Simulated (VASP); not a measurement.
# SbSe2 with PBE: from relaxation to properties, part 4 of 4

What structure does SbSe2 take at this level, and what are its properties? The cell is invented: it takes the structure of COD entry 1538289, VSe2 (space group 164 there), with some of its atoms replaced by other elements, volume scaled by an estimate. It may not be a known or stable phase.

VASP 6.6.1, plane waves and PAW; the level of theory is named at each step.

Still holding for the runs below: This run has no spin polarisation. Its electron count is odd, so without a moment it is a metal by construction. The k-mesh is coarse for a metal. Spin-orbit coupling is off here; with elements this heavy it splits and shifts levels by tenths of an eV or more.

So far. Step 13 (Volume scan with PBE, volume scale 1.06): The pressure falls from -1.98 to -2.82 GPa. The parabola predicted -2.79 GPa, +0.03 GPa off.

## (15) Fit for PBE

This step: Birch-Murnaghan fit, PBE; plane waves and PAW; invented cell (VASP 6.6.1).

No new run; the numbers come from the runs before.

This step gave:

| Quantity | Value |
| --- | --- |
| pressure derivative of the bulk modulus | 4.628 |
| r.m.s. error of the fit | 2.13e-6 eV/atom |
| minimum inside the sampled range | yes |
| bulk modulus | 55.88 GPa |
| equilibrium volume of the fit | 28.06 Å³/atom |

The energy above the fitted minimum by volume:

| volume (Å³/atom) | energy above the fitted minimum (eV/atom) |
| --- | --- |
| 26.35 | 0.0204 |
| 26.91 | 0.00882 |
| 27.47 | 0.00221 |
| 28.03 | 2.0e-6 |
| 28.59 | 0.00172 |
| 29.15 | 0.00697 |
| 29.71 | 0.0153 |

The fitted volume lies +0.09 % from the relaxed one. The atoms bear forces along the scan, since they were held; freeing them would lower the modulus.

## (16) Bands along the symmetry lines (TB-mBJ)

This step: TB-mBJ; plane waves and PAW (Sb, Se); invented cell (VASP 6.6.1).

Levels along the symmetry lines show where the bands peak and cross; KPOINTS_OPT computes them in the converged potential. TB-mBJ is a local potential fitted to gaps: it costs far less than a hybrid but gives no energy.

The input, INCAR:

```
SYSTEM = SbSe2
PREC = Accurate
ENCUT = 400
EDIFF = 1E-06
NELM = 150
ISMEAR = 0
SIGMA = 0.05
LREAL = .FALSE.
ALGO = Normal
METAGGA = MBJ
LASPH = .TRUE.
LORBIT = 11
LWAVE = .FALSE.
LCHARG = .FALSE.
```

The input, POSCAR:

```
SbSe2
1.0
    3.8891667698      0.0000000356      0.0000000000
   -1.9445828240      3.3681166027      0.0000000000
    0.0000000000      0.0000000000      6.4198224187
Sb Se
1 2
Direct
    0.0000000000      0.0000000000      0.0000000000
    0.3333333300      0.6666666700      0.2621724083
    0.6666666700      0.3333333300      0.7378275917
```

The input, KPOINTS:

```
Automatic mesh
0
Gamma
7 7 4
0 0 0
```

The input, KPOINTS_OPT:

```
Line mode
16
Line-mode
Reciprocal
  0.00000000   0.00000000   0.00000000 GAMMA
  0.50000000   0.00000000   0.00000000 M

  0.50000000   0.00000000   0.00000000 M
  0.33333333   0.33333333   0.00000000 K

  0.33333333   0.33333333   0.00000000 K
  0.00000000   0.00000000   0.00000000 GAMMA

  0.00000000   0.00000000   0.00000000 GAMMA
  0.00000000   0.00000000   0.50000000 A

  0.00000000   0.00000000   0.50000000 A
  0.50000000   0.00000000   0.50000000 L

  0.50000000   0.00000000   0.50000000 L
  0.33333333   0.33333333   0.50000000 H

  0.33333333   0.33333333   0.50000000 H
  0.00000000   0.00000000   0.50000000 A

  0.50000000   0.00000000   0.50000000 L
  0.50000000   0.00000000   0.00000000 M

  0.33333333   0.33333333   0.00000000 K
  0.33333333   0.33333333   0.50000000 H
```

Potentials, in the order of the species: Sb and Se (PBE family, release 64).

Launch:

```console
$ mpirun -np 1 vasp_std
```

The program printed:

```text
[banner, memory and clock lines left out]
running    1 mpi-ranks, on    1 nodes
 distrk:  each k-point on    1 cores,    1 groups
 distr:  one band on    1 cores,    1 groups

 POSCAR found type information on POSCAR SbSe
 POSCAR found :  2 types and       3 ions
|                                                                             |
|               ----> ADVICE to this user running VASP <----                  |
|                                                                             |
|     You enforced a specific xc type in the INCAR file but a different       |
|     [... a line on the potential file left out ...]
|     I HOPE YOU KNOW WHAT YOU ARE DOING!                                     |
|                                                                             |

 LDA part: xc-table for (None), standard interpolation
 POSCAR, INCAR and KPOINTS ok, starting setup
 FFT: planning ... GRIDC
 FFT: planning ... GRID_SOFT
 FFT: planning ... GRID
 WAVECAR not read
 entering main loop
       N       E                     dE             d eps       ncg     rms          rms(c)
DAV:   1     0.638461196322E+03    0.63846E+03   -0.53753E+03   672   0.890E+02
DAV:   2     0.559678103844E+03   -0.78783E+02   -0.75627E+02   956   0.169E+02
DAV:   3     0.554449399820E+03   -0.52287E+01   -0.51496E+01   824   0.488E+01
DAV:   4     0.554379767454E+03   -0.69632E-01   -0.69305E-01   792   0.627E+00
DAV:   5     0.554378761847E+03   -0.10056E-02   -0.10040E-02   796   0.738E-01    0.105E+01
DAV:   6     0.555624325475E+03    0.12456E+01   -0.54695E+00   748   0.177E+01    0.707E+00
DAV:   7     0.556872264744E+03    0.12479E+01   -0.55672E-01   712   0.572E+00    0.332E+00
DAV:   8     0.557906446914E+03    0.10342E+01   -0.96285E-02   740   0.263E+00    0.815E-01
DAV:   9     0.558070106660E+03    0.16366E+00   -0.28358E-02   728   0.150E+00    0.644E-01
DAV:  10     0.558190684818E+03    0.12058E+00   -0.79127E-03   692   0.698E-01    0.170E-01
DAV:  11     0.558125505897E+03   -0.65179E-01   -0.27271E-03   680   0.444E-01    0.107E-01
DAV:  12     0.558046894148E+03   -0.78612E-01   -0.10277E-03   680   0.238E-01    0.135E-01
DAV:  13     0.558056083689E+03    0.91895E-02   -0.29740E-04   708   0.112E-01    0.504E-02
DAV:  14     0.558050792086E+03   -0.52916E-02   -0.31663E-05   736   0.378E-02    0.683E-02
DAV:  15     0.558057417755E+03    0.66257E-02   -0.59543E-06   728   0.218E-02    0.272E-02
DAV:  16     0.558059408561E+03    0.19908E-02   -0.38850E-06   672   0.161E-02    0.226E-02
DAV:  17     0.558062133305E+03    0.27247E-02   -0.48740E-06   708   0.157E-02    0.704E-03
DAV:  18     0.558062892093E+03    0.75879E-03   -0.16989E-06   376   0.991E-03    0.678E-03
DAV:  19     0.558064477604E+03    0.15855E-02   -0.90891E-07   352   0.745E-03    0.173E-03
DAV:  20     0.558065907917E+03    0.14303E-02   -0.25858E-06   640   0.118E-02    0.286E-03
DAV:  21     0.558066176672E+03    0.26875E-03   -0.98834E-07   352   0.750E-03    0.138E-03
DAV:  22     0.558066379705E+03    0.20303E-03   -0.16688E-07   344   0.328E-03    0.179E-03
DAV:  23     0.558066286993E+03   -0.92712E-04   -0.88479E-08   336   0.247E-03    0.810E-04
DAV:  24     0.558066147205E+03   -0.13979E-03   -0.75489E-08   336   0.212E-03    0.546E-04
DAV:  25     0.558066019042E+03   -0.12816E-03   -0.39245E-08   336   0.139E-03    0.525E-04
DAV:  26     0.558065934950E+03   -0.84093E-04   -0.12065E-08   336   0.843E-04    0.143E-04
DAV:  27     0.558066040845E+03    0.10590E-03   -0.27982E-08   336   0.133E-03    0.434E-04
DAV:  28     0.558066047269E+03    0.64239E-05   -0.11761E-08   336   0.800E-04    0.325E-04
DAV:  29     0.558066053867E+03    0.65979E-05   -0.15744E-09   336   0.302E-04    0.279E-04
DAV:  30     0.558066041371E+03   -0.12496E-04   -0.79150E-10   336   0.234E-04    0.213E-04
DAV:  31     0.558066036597E+03   -0.47733E-05   -0.55249E-10   336   0.156E-04    0.194E-04
DAV:  32     0.558066015368E+03   -0.21229E-04   -0.41698E-10   336   0.153E-04    0.688E-05
DAV:  33     0.558066003054E+03   -0.12314E-04   -0.43130E-10   336   0.146E-04    0.418E-05
DAV:  34     0.558066000190E+03   -0.28638E-05   -0.76273E-11   336   0.757E-05    0.358E-05
DAV:  35     0.558065996252E+03   -0.39388E-05   -0.26652E-11   336   0.391E-05    0.213E-05
DAV:  36     0.558065993565E+03   -0.26863E-05   -0.86905E-12   336   0.222E-05    0.251E-05
DAV:  37     0.558065993839E+03    0.27394E-06   -0.39720E-12   336   0.152E-05
   1 F= 0.55806599E+03 E0= 0.55806812E+03  d E =-.424364E-02
 Start KPOINTS_OPT (optional k-point list driver)
k-point batch [1-28\144]
       N       E                     dE             ncg
DAV:   1     0.149617108552E+04   -0.74631E+04      672
DAV:   2    -0.650424051099E+03   -0.21466E+04      888
DAV:   3    -0.802384510107E+03   -0.15196E+03      796
DAV:   4    -0.804720057239E+03   -0.23355E+01      792
DAV:   5    -0.804754901999E+03   -0.34845E-01      776
DAV:   6    -0.804755985905E+03   -0.10839E-02      844
DAV:   7    -0.804756007735E+03   -0.21830E-04      784
DAV:   8    -0.804756008416E+03   -0.68148E-06      524
[...]
k-point batch [141-144\144]
       N       E                     dE             ncg
DAV:   1     0.115635196174E+05   -0.17210E+04       96
DAV:   2     0.112790775698E+05   -0.28444E+03      120
DAV:   3     0.112551280701E+05   -0.23949E+02      116
DAV:   4     0.112547504053E+05   -0.37766E+00       96
DAV:   5     0.112547461071E+05   -0.42981E-02      112
DAV:   6     0.112547460317E+05   -0.75440E-04       96
DAV:   7     0.112547460300E+05   -0.17005E-05      104
DAV:   8     0.112547460299E+05   -0.57556E-07       48
```

Elapsed: 3 min, on 1 MPI rank of AMD EPYC 7R43, shared host; peak memory 0.17 GiB.

OUTCAR, selected parts (step 16):

```text
   NELECT =      17.0000    total number of electrons

 E-fermi :   4.1225

 k-point     1 :       0.0000    0.0000    0.0000
  band No.  band energies     occupation
    ...
      5       2.4795      2.00000
      6       2.6394      2.00000
      7       2.9535      2.00000
      8       2.9535      2.00000
      9       3.4702      2.00000
     10       6.2334      0.00000
     11       6.8103      0.00000
     12       6.8103      0.00000

  Total       44.6338411     44.6338252     44.5046806      0.0000078     -0.0000000      0.0000000
  in kB      850.3704181    850.3701143    847.9096335      0.0001494     -0.0000000      0.0000000
  external PRESSURE =     849.5500553 kB  Pullay stress =       0.0000000 kB

 POSITION                                       TOTAL-FORCE (eV/Angst)
 -----------------------------------------------------------------------------------
      0.00000      0.00000      0.00000        -0.000000      0.000000     -0.000000
      0.00000      2.24541      1.68310         0.000000     -0.000000     -0.294770
      1.94458      1.12271      4.73672        -0.000000      0.000000      0.294770
 -----------------------------------------------------------------------------------
    total drift:                               -0.000000     -0.000000     -0.000000

  FREE ENERGIE OF THE ION-ELECTRON SYSTEM (eV)
  ---------------------------------------------------
  free  energy   TOTEN  =       558.0659938394 eV

  energy  without entropy=      558.0702374775  energy(sigma->0) =      558.06811566

[... 8 parts as in an earlier step ...]

[... 9 further parts left out ...]
```

This functional is a potential without an energy, so its energies, forces and stress mean nothing and are not read. The PAW data sets were made with PBE, which is usual practice but a small mismatch for other functionals.

Numbers from this step:

| Quantity | Value |
| --- | --- |
| SCF cycles | 37 |
| Fermi energy | 4.122 eV |

Electronic bands along the path, in eV, zero at the Fermi level; # counts the bands kept, so #1 is VASP's band 3:

| point | #4 | #5 | #6 | #7 | #8 |
| --- | --- | --- | --- | --- | --- |
| Γ | -1.48 | -1.17 | -1.17 | -0.65 | 2.11 |
| 0.47 of the way | -2.66 | -1.28 | -1.00 | 0.31 | 2.37 |
| M | -3.35 | -2.24 | -1.20 | -0.33 | 2.40 |
| 0.47 of the way | -3.81 | -2.20 | -1.98 | -0.22 | 3.46 |
| K | -4.19 | -2.37 | -2.37 | -0.44 | 4.25 |
| 0.47 of the way | -2.58 | -2.06 | -1.22 | 0.22 | 3.18 |
| Γ | -1.48 | -1.17 | -1.17 | -0.65 | 2.11 |
| 0.47 of the way | -1.68 | -1.10 | -1.10 | 0.12 | 1.99 |
| A | -1.72 | -1.02 | -1.02 | 0.72 | 1.76 |
| 0.47 of the way | -2.55 | -2.24 | -1.23 | 0.05 | 3.00 |
| L | -3.14 | -1.79 | -1.54 | -0.89 | 2.93 |
| 0.47 of the way | -3.62 | -1.54 | -1.46 | -0.23 | 2.98 |
| H | -4.46 | -1.38 | -1.38 | 0.37 | 2.88 |
| 0.47 of the way | -3.03 | -1.79 | -1.69 | 0.36 | 2.75 |
| A | -1.72 | -1.02 | -1.02 | 0.72 | 1.76 |
| jump to L | -3.14 | -1.79 | -1.54 | -0.89 | 2.93 |
| 0.53 of the way | -3.29 | -1.87 | -1.35 | -0.75 | 2.77 |
| M | -3.35 | -2.24 | -1.20 | -0.33 | 2.40 |
| jump to K | -4.19 | -2.37 | -2.37 | -0.44 | 4.25 |
| 0.53 of the way | -4.34 | -1.83 | -1.83 | -0.01 | 3.48 |
| H | -4.46 | -1.38 | -1.38 | 0.37 | 2.88 |

Of the projections kept (Sb, Se), the largest for each band there; the rest of the weight can lie on other orbitals:

| point | #4 | #5 | #6 | #7 | #8 |
| --- | --- | --- | --- | --- | --- |
| Γ | Se 0.82 | Se 0.96 | Se 0.96 | Se 0.69 | Se 0.53 |
| M | Se 0.69 | Se 0.91 | Se 0.96 | Se 0.77 | Sb 0.51 |
| K | Se 0.66 | Se 0.96 | Se 0.96 | Se 0.75 | Se 0.62 |
| Γ | Se 0.82 | Se 0.96 | Se 0.96 | Se 0.69 | Se 0.53 |
| A | Se 0.77 | Se 0.96 | Se 0.96 | Se 0.72 | Sb 0.58 |
| L | Se 0.73 | Se 0.93 | Se 0.96 | Se 0.74 | Se 0.58 |

The electronic bands as a text plot (rows in eV, shown from -8.0 to 1.8 only):

```
    1.6 |                                               *
    1.2 |
    0.7 |                         ***                 ***
    0.3 |  ***            ***    *   *        ********         **
   -0.1 | *   **  **   ***   *  *     *      *                *
   -0.5 |*      **  ***       **       **   *              ***
   -0.9 | ****             ***   ****    ***           ****
   -1.3 |*********       ********  * *****   *****   ***  ***   *
   -1.7 |*    *   *     * * *********     ****  ******* ***    *
   -2.1 | *    ****** ** * * *  *   ******             *   ** *
   -2.5 | ***       ***** *  *        *               *      *
   -2.9 |   ***         **  *    *********         ******
   -3.3 |  * * ***         **             ***     * *    ****
   -3.7 |     ******  **  **          *     **   * **      **
   -4.1 |   **     ********                   * * **         **
   -4.5 |     *     * ****             *     ******          ****
   -4.9 |      *****                    *    ** **          *
   -5.4 |                                ****            ***
   -5.8 |
   -6.2 |
   -6.6 |
   -7.0 |
   -7.4 |                        ****                  **
   -7.8 |**                  ****    **              **
         Γ      M    K        Γ   A       L    H       A|L M|K  H
```

There is no gap at this level.

## (17) Summary of results

| Item | Value |
| --- | --- |
| relaxed volume | 28.03 Å³/atom |
| relaxed conventional cell a, b, c | 3.889, 3.889, 6.420 Å; angles 90.0, 90.0, 120.0° |
| space group after relaxing, within 0.02 Å | P-3m1 (No. 164) |
| band gap | none, a metal |
| DOS at the Fermi level | 1.93 states/eV/cell |
| bulk modulus from the fit | 55.9 GPa |
| volume from the fit | 28.1 Å³/atom |
| band gap (TB-mBJ) | none, a metal |

In words: With PBE, SbSe2 relaxes to 28.03 Å³/atom in space group P-3m1 (held by the symmetry of the run), comes out as a metal and has a bulk modulus of 55.9 GPa at fixed shape and positions, an upper bound. Band structure (PBE): Of the bands kept, 1 crosses the Fermi level on this path. Bands along the symmetry lines (TB-mBJ): Of the bands kept, 1 crosses the Fermi level on this path. The other levels ran on the cell relaxed with PBE, and without spin-orbit coupling unless named. Spin-orbit coupling is left out, and with elements this heavy it would split and shift bands near the Fermi level. The k-sampling is coarse for a metal, so the Fermi level, pressures and the shape of the cell carry errors. With an odd electron count and no spin the cell is a metal by construction. The bonds form layers, and without a dispersion term the spacing between them, and what depends on it, is unreliable. No search among competing phases was made. All values are for a static lattice at zero temperature.

[Lines on the potential files, build, host, timing and source positions are cut from VASP's logs without a mark.]

[Logs are printed without paths, hosts, clocks, repeated set-up lines and the standing remarks that a program may print on its own settings, such as how far it seeks lower states.]

[Hosts, paths, dates, database ids (printed as entryN), source tags and the programs' standing remarks are cut or masked in the printed files.]

[A measured line is paired with the nearest computed mode of its activity, which favours agreement.]
